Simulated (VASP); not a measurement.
Given:

```
Na2S
1.0
    0.00000     3.27634     3.27634
    3.27634     0.00000     3.27634
    3.27634     3.27634     0.00000
Na S
2 1
Direct
  0.25000   0.25000   0.25000
  0.75000   0.75000   0.75000
  0.00000   0.00000   0.00000
```

The numbers are results of vdW-DF-cx, VASP's PBE PAW potentials (set 64) (plane waves; VASP), not measurements. Run with 520 eV cut-off, 6×6×6 Γ-centred mesh, Gaussian smearing of 0.050 eV, potentials Na_pv S.

**Question.** Predict the energy per atom (σ→0), band gap (on the k-mesh) with the smallest direct gap where there is one.

**Answer.** 
```
Item                                         Result
-----------------------------------  --------------
band gap (on the k-mesh)                    2.50 eV
smallest direct gap (on the k-mesh)         2.50 eV
energy per atom (σ→0)                -1.394 eV/atom
```

Total energies compare only between runs with the same potentials, cut-off and functional.

The compound is Na2S in the antifluorite structure. It was relaxed first.
